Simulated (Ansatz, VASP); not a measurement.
# InGaSbAs: VASP beside Ansatz

One calculation is typed for both programs; each brings its own data sets. How far apart do they land? The cell is generated by rule, not measured, and may not be a known phase. The cell is taken from a series of runs on this material, whose earlier steps may have relaxed, scaled, displaced or heated it; both programs get it as it stands.

Method: plane waves, with VASP 6.6.1 beside it; HSE06, in Ansatz 0.2.0.

The structure was built from a prototype and need not be the compound's stable phase.

## Step 1: Starting point

The structure is orthorhombic, space group Pmm2 (No. 25). The conventional cell has a = 4.303 Å, b = 4.326 Å, c = 12.201 Å, α = 90.00°, β = 90.00°, γ = 90.00°. Nearest to In lie 2 As at 2.64 Å and 2 Sb at 2.78 Å. Nearest to In lie 4 As at 2.64 Å. Nearest to As lie 4 In at 2.64 Å. Nearest to As lie 2 Ga at 2.52 Å and 2 In at 2.64 Å. Nearest to Ga lie 2 As at 2.52 Å and 2 Sb at 2.64 Å. Nearest to Ga lie 4 Sb at 2.64 Å. It derives from InAs. Farther neighbours are not listed.

## Step 2: Ansatz: single point, HSE06

Ansatz runs on its default PAW (the set named soft_2) files.

A single point takes one fixed geometry, so differences don't come from the geometry; what else differs is listed under the comparison.

The input, input.yaml:

```yaml
crystal:
  lattice:
    - [4.3259193313, 0.0, 0.0]
    - [0.0, 4.3033681259, 0.0]
    - [0.0, 0.0, 12.2008234205]
  atoms:
    - { symbol: In, position: [0.0, 0.0, 0.0697794499] }
    - { symbol: As, position: [0.5, 0.0, 0.1933539563] }
    - { symbol: In, position: [0.5, 0.5, 0.3186567334] }
    - { symbol: As, position: [0.0, 0.5, 0.4433790413] }
    - { symbol: Ga, position: [0.0, 0.0, 0.5514563323] }
    - { symbol: Sb, position: [0.5, 0.0, 0.6760128866] }
    - { symbol: Ga, position: [0.5, 0.5, 0.8017937515] }
    - { symbol: Sb, position: [0.0, 0.5, 0.9253285199] }
kpoints:
  mp_grid: { grid: [4, 4, 2] }
hamiltonian:
  xc: hse06
scf:
  occupations: { method: fermi_dirac, width: 0.03 }
  n_extra_bands: 6
output:
  eigenvalues: true
```

On the command line:

```console
$ ansatz run input.yaml --threads 3 --pin off --max-ram 92160MiB --backend cuda --devices 1 --max-vram 13GiB --events-out ev --progress --plain --runs-dir out
```

Numbers of over 12 decimals in the logs are rounded to 6 here.

Log:

```text
scf.n_extra_bands = 6 over 56 filled bands (N_el = 112.0): the run solves 62 bands
GPUs: using 1 of 1 available (devices: 1).
Engine: ansatz 0.2.0, x86_64-unknown-linux-gnu
Pseudopotentials: kind: paw
Pseudopotential: In, paw, valence charge 13, recommended cutoff 420 eV (normal), In.paw.azcp
Pseudopotential: As, paw, valence charge 15, recommended cutoff 420 eV (normal), As.paw.azcp
Pseudopotential: Ga, paw, valence charge 13, recommended cutoff 420 eV (normal), Ga.paw.azcp
Pseudopotential: Sb, paw, valence charge 15, recommended cutoff 420 eV (normal), Sb.paw.azcp
Functional definition: HSE06
  parameter a = 0.25
  parameter omega = 0.11/bohr
  exchange = pbe_x - a*pbe_x_sr(omega) + a*exact_x_sr(omega)
  correlation = pbe_c
device memory: the entry about to start is reckoned to put 3.6 GiB on a device that reports 58.3 GiB free (of which the cap on the GPU budget leaves the run 13.0 GiB)
GPU FFT provider: cuFFT
GPU libraries: cuBLAS 13.8.2, cuFFT 12.4.0, cuSOLVER 12.3.4
Crystal: 8 atoms, lattice volume = 227.131 Å³
Basis set: ecut = 420 eV, 4401 PW (Γ)
Bands: 62, of which v1, the nominal top of the filled ones, is band 56 counted from 1 (55 counted from 0)
Symmetry: 4 space group operations
Space group: Pmm2 (ITA 25), of the structure as read, at distance tolerance 6.1e-5 Å
k-points: 18 of 32
Non-local potential: In, projectors of the file, l = 0: 2, l = 1: 2, l = 2: 2, l = 3: 2
Non-local potential: As, projectors of the file, l = 0: 2, l = 1: 2, l = 2: 3, l = 3: 1
Non-local potential: Ga, projectors of the file, l = 0: 2, l = 1: 2, l = 2: 3, l = 3: 1
Non-local potential: Sb, projectors of the file, l = 0: 2, l = 1: 2, l = 2: 2, l = 3: 2
PAW form: soft (Blöchl's): semilocal exchange-correlation on the pseudo side does not see the compensation charge
PAW frozen core: In, regenerated for the run's functional, and the local potential with it (the file was generated under x = pbe(κ = 0.804, μ = 0.219515), c = pbe(β = 0.066725))
PAW frozen core: As, regenerated for the run's functional, and the local potential with it (the file was generated under x = pbe(κ = 0.804, μ = 0.219515), c = pbe(β = 0.066725))
PAW frozen core: Ga, regenerated for the run's functional, and the local potential with it (the file was generated under x = pbe(κ = 0.804, μ = 0.219515), c = pbe(β = 0.066725))
PAW frozen core: Sb, regenerated for the run's functional, and the local potential with it (the file was generated under x = pbe(κ = 0.804, μ = 0.219515), c = pbe(β = 0.066725))
PAW one-centre angular grid: In, 590 points (default); XC on 64 Gauss nodes
PAW one-centre angular grid: As, 590 points (default); XC on 64 Gauss nodes
PAW one-centre angular grid: Ga, 590 points (default); XC on 64 Gauss nodes
PAW one-centre angular grid: Sb, 590 points (default); XC on 64 Gauss nodes
Initial density: superposition of atomic densities (neutral atoms: chi_scale 0, normalization atom), corrected by the library's trained network
Initial wavefunctions: pseudopotential atomic-orbital guess
GPU buffer pool allocated for 81000 grid points (all kernels)
GPU transforms: local potential and band sums: pruned to the plane-wave sphere, on 30×30×81
Functional: x = pbe(κ = 0.804, μ = 0.219515), c = pbe(β = 0.066725), warm-up for x = pbe(κ = 0.804, μ = 0.219515) + 0.25 (exact − pbe) at short range (hse, ω = 0.207870 Å⁻¹), c = pbe(β = 0.066725); HSE06 as pw.x's `hse` composes it (authors' and Libxc's form: `xc: wpbeh`)
SCF iter   1: F=—  HF=-41444.212685 eV  |F-HF|=—  |Δ(HF+E_count)|=         —  Δρ=1.78e-3  dr2=1.32e-2  ethr=1.77e-3  ⟨swp⟩=7.3  Hψ=4389  notcnv=0
preconditioner: auto → none  [insulator: Δε(μ)=0.170 eV  Ē_g=12.778 eV  σ=0.030 eV  W_gap=0.88  n_scr=56 (ndim 8)  ℏωp=20.9 eV  f_vac=0.098  D(μ)=0.31/eV (n_scr^D=0)]
SCF iter   2: F=—  HF=-41444.212818 eV  |F-HF|=—  |Δ(HF+E_count)|=   1.33e-4  Δρ=6.85e-4  dr2=5.21e-3  ethr=1.18e-5  ⟨swp⟩=6.6  Hψ=3985  notcnv=0  defer=7
SCF iter   3: F=—  HF=-41444.213148 eV  |F-HF|=—  |Δ(HF+E_count)|=   3.30e-4  Δρ=5.46e-4  dr2=8.10e-3  ethr=4.65e-6  ⟨swp⟩=6.8  Hψ=2914  notcnv=0  defer=5
SCF iter   4: F=—  HF=-41444.212207 eV  |F-HF|=—  |Δ(HF+E_count)|=   9.40e-4  Δρ=2.83e-4  dr2=7.46e-4  ethr=4.65e-6  ⟨swp⟩=4.8  Hψ=2289  notcnv=0  defer=7
iter 5 solved again at ethr=3.59e-8 eV; its pass at ethr=6.66e-7 eV (dr2=4.02e-5 eV) is discarded
SCF iter   5: F=—  HF=-41444.212244 eV  |F-HF|=—  |Δ(HF+E_count)|=   3.64e-5  Δρ=9.65e-5  dr2=3.75e-5  ethr=3.59e-8  ⟨swp⟩=3.2  Hψ=4999  notcnv=0
SCF iter   6: F=—  HF=-41444.212256 eV  |F-HF|=—  |Δ(HF+E_count)|=   1.21e-5  Δρ=3.78e-5  dr2=1.08e-5  ethr=3.35e-8  ⟨swp⟩=4.3  Hψ=2418  notcnv=0
SCF iter   7: F=—  HF=-41444.212257 eV  |F-HF|=—  |Δ(HF+E_count)|=   1.30e-6  Δρ=2.18e-5  dr2=4.53e-6  ethr=9.65e-9  ⟨swp⟩=4.6  Hψ=2387  notcnv=0
[...]
SCF 1 converged in 11 iterations: F = -41444.212258 eV  dr2 = 6.10e-10
  greatest PAW one-centre occupation: 0.999 electrons in one spin orbital (limit 2), on the As atom at site 3 (counted from 0), in its partial waves of l = 2
device memory: the entry about to start is reckoned to put 4.5 GiB (of the 4.6 GiB reckoned in all, the device holds 0.1 GiB already) on a device that reports 50.3 GiB free (of which the cap on the GPU budget leaves the run 12.9 GiB)
GPU FFT provider: cuFFT
GPU libraries: cuBLAS 13.8.2, cuFFT 12.4.0, cuSOLVER 12.3.4
Initial density: handed on by an earlier stage of this run
Initial wavefunctions: those handed on with the density
GPU buffer pool allocated for 81000 grid points (all kernels)
GPU transforms: local potential and band sums: pruned to the plane-wave sphere, on 30×30×81
Functional: x = pbe(κ = 0.804, μ = 0.219515) + 0.25 (exact − pbe) at short range (hse, ω = 0.207870 Å⁻¹), c = pbe(β = 0.066725); HSE06 as pw.x's `hse` composes it (authors' and Libxc's form: `xc: wpbeh`)
Exchange kernel: α = 0.2500, screened, ω = 0.2079 Å⁻¹, Wigner–Seitz truncation, v(0) = 1042.4667 eV·Å³, q-mesh 4×4×2, nearest image of the exchange supercell L = 17.21 Å, pair-density grid 20×20×54, without the augmentation charges, whose exchange is taken in its separable form by FFT convolution over the k-point mesh (sized by the pseudopotential files, 30×30×81 at the most), smooth part of the exact exchange by density-matrix convolution in up to 8.26 GiB of GPU memory as planned if the GPU has room (build and FFT work areas not counted)
Frozen-core exchange: fock
iter 1 solved again at ethr=4.19e-5 eV; its pass at ethr=1.00e-1 eV (dr2=4.69e-2 eV) is discarded
SCF iter   1: F=—  HF=-41464.373754 eV  |F-HF|=—  |Δ(HF+E_count)|=         —  Δρ=9.41e-3  dr2=8.60e-2  ethr=4.19e-5  ⟨swp⟩=4.9  Hψ=6492  notcnv=0
eigensolver tolerance schedule calibrated: the retry pair's looser diagonalisation under-reported the residual by θ = 0.40 (0.12/decade); ethr = c·dr2/N_el runs at the constant in force after the calibration composes with the one it found (an armed cap, an earlier calibration), c = 7.1e-2
preconditioner: auto → none  [insulator: Δε(μ)=0.160 eV  Ē_g=14.951 eV  σ=0.030 eV  W_gap=0.87  n_scr=56 (ndim 8)  ℏωp=20.9 eV  f_vac=0.093  D(μ)=0.26/eV (n_scr^D=0)]
[...]
SCF iter   6: F=—  HF=-41464.370178 eV  |F-HF|=—  |Δ(HF+E_count)|=   8.00e-4  Δρ=6.57e-4  dr2=1.18e-3  ethr=2.88e-6  ⟨swp⟩=3.1  Hψ=2183  notcnv=0
SCF iter   7: F=—  HF=-41464.370026 eV  |F-HF|=—  |Δ(HF+E_count)|=   1.52e-4  Δρ=1.19e-4  dr2=2.21e-4  ethr=5.37e-7  ⟨swp⟩=4.0  Hψ=2520  notcnv=0
SCF iter   8: F=—  HF=-41464.371252 eV  |F-HF|=—  |Δ(HF+E_count)|=   1.23e-3  Δρ=1.75e-4  dr2=2.12e-4  ethr=2.43e-8  ⟨swp⟩=5.3  Hψ=4520  notcnv=0
SCF iter   9: F=-41464.371206 eV  HF=-41464.371209 eV  |F-HF|=3.29e-6  |Δ(HF+E_count)|=   4.27e-5  Δρ=3.00e-5  dr2=1.09e-5  ethr=2.43e-8  ⟨swp⟩=4.7  Hψ=2698  notcnv=0
SCF 2 stopped early in 9 iterations: F = -41464.371206 eV  dr2 = 1.09e-5
hybrid outer 1: dexx = +4.856e-2 eV, tail = 2.52e-4 eV
GPU FFT provider: cuFFT
GPU libraries: cuBLAS 13.8.2, cuFFT 12.4.0, cuSOLVER 12.3.4
GPU buffer pool allocated for 81000 grid points (all kernels)
GPU transforms: local potential and band sums: pruned to the plane-wave sphere, on 30×30×81
Exchange kernel: α = 0.2500, screened, ω = 0.2079 Å⁻¹, Wigner–Seitz truncation, v(0) = 1042.4667 eV·Å³, q-mesh 4×4×2, nearest image of the exchange supercell L = 17.21 Å, pair-density grid 20×20×54, without the augmentation charges, whose exchange is taken in its separable form by FFT convolution over the k-point mesh (sized by the pseudopotential files, 30×30×81 at the most), smooth part of the exact exchange by density-matrix convolution in up to 8.26 GiB of GPU memory as planned if the GPU has room (build and FFT work areas not counted)
Frozen-core exchange: fock
SCF iter   1: F=—  HF=-41464.371234 eV  |F-HF|=—  |Δ(HF+E_count)|=         —  Δρ=5.13e-5  dr2=1.35e-5  ethr=1.12e-6  ⟨swp⟩=6.2  Hψ=2469  notcnv=0
preconditioner: auto → none  [insulator: Δε(μ)=0.293 eV  Ē_g=14.873 eV  σ=0.030 eV  W_gap=0.99  n_scr=56 (ndim 8)  ℏωp=20.9 eV  f_vac=0.093  D(μ)=0.03/eV (n_scr^D=0)]
SCF iter   2: F=—  HF=-41464.371238 eV  |F-HF|=—  |Δ(HF+E_count)|=   3.77e-6  Δρ=3.13e-5  dr2=2.18e-6  ethr=8.50e-9  ⟨swp⟩=4.4  Hψ=3459  notcnv=0
SCF iter   3: F=—  HF=-41464.371242 eV  |F-HF|=—  |Δ(HF+E_count)|=   3.90e-6  Δρ=1.92e-5  dr2=1.60e-6  ethr=1.37e-9  ⟨swp⟩=5.3  Hψ=3404  notcnv=0  defer=1
iter 4 solved again at ethr=9.59e-11 eV; its pass at ethr=1.35e-9 eV (dr2=1.07e-7 eV) is discarded
SCF iter   4: F=—  HF=-41464.371242 eV  |F-HF|=—  |Δ(HF+E_count)|=   2.93e-7  Δρ=5.36e-6  dr2=1.28e-7  ethr=9.59e-11  ⟨swp⟩=5.3  Hψ=4803  notcnv=0
SCF iter   5: F=-41464.371242 eV  HF=-41464.371242 eV  |F-HF|=2.66e-8  |Δ(HF+E_count)|=   2.80e-8  Δρ=2.19e-6  dr2=4.78e-8  ethr=9.59e-11  ⟨swp⟩=4.0  Hψ=2447  notcnv=0
SCF 3 converged in 5 iterations: F = -41464.371242 eV  dr2 = 4.78e-8
hybrid outer 2: dexx = +4.772e-6 eV, tail = 1.91e-7 eV, Δε = 4.60e-3 eV (about 1.96e-4 eV left of the loop's levels)
hybrid SCF converged: 2 outer / 14 inner (+11 warm-up), last move |dexx| = 4.77e-6 eV, tail = 1.91e-7 eV
Stability not checked: this state was not tested for a lower state beside it, because the functional holds exact exchange (a hybrid, or Hartree-Fock), whose exchange loop this test does not read (fock_operator; see scf.lower_state_search)
Free energy (F): -41464.371242 eV
Frozen-core exchange: fock
Harris-Foulkes:  -41464.371242 eV  (|F-HF|=2.66e-8)
Internal energy: -41464.371076 eV  (E = F + TS)
E sigma→0 (E₀):  -41464.371159 eV
Entropy (-TS):   -0.000166 eV (-0.021 meV/atom)
Fermi energy:    7.660469 eV
--- Per-component energies (eV) ---
  E_band       = -1414.951366
  E_kinetic    = 1335.859619
  E_local      = -14525.399792  (includes V_loc(G=0)·N_el)
  E_nonlocal   = 970.605905
  E_hartree    = 6855.420816
  E_xc         = -801.557607
  E_vxc        = -532.254789  (∫ρ·V_xc dr)
  E_exx        = -364.494455  (= α·E_x^exact, valence–valence)
  E_paw        = -24974.980789  (= ΣΔE_a)
  E_vpaw       = -1645.615977  (= ΣTr[D̂ρ^β])
  E_aug_tail   = -0.000154  (compensation charges beyond the density's cutoff)
  E_ewald      = -9959.601701
  E_core_change = -0.222917  (= ΣΔE_core)
  E_smearing   = -0.000166  (= −TS)
  E_closure    = 0.000000  (closes the sum)
  Σ components = -41464.371242   (vs F -41464.371242, Δ=0.00e0)
--- Band table (eV; the first three rows and the last of 18) ---
  k-point 0: bands = [... 52 lower, 5.7141, 7.2678, 7.3080, 7.5137, 7.8072, 9.1067, 9.1448, 9.8146, ... 2 higher]
  k-point 1: bands = [... 52 lower, 6.3090, 6.4030, 6.8874, 7.2063, 8.9394, 9.0066, 9.5713, 9.7961, ... 2 higher]
  k-point 2: bands = [... 52 lower, 5.7949, 5.8709, 6.0900, 7.0153, 9.4843, 9.5842, 9.7240, 9.9959, ... 2 higher]
  k-point 17: bands = [... 52 lower, 4.3613, 4.3936, 4.4339, 4.5049, 10.0399, 10.0661, 10.1843, 10.2040, ... 2 higher]
```

[end of part 1 of 2]

[Lines on the potential files, build, host, timing and source positions are cut from VASP's logs without a mark.]

[Logs are printed without paths, hosts, clocks, repeated set-up lines and the standing remarks that a program may print on its own settings, such as how far it seeks lower states.]

[Hosts, paths, dates, database ids (printed as entryN), source tags and the programs' standing remarks are cut or masked in the printed files.]
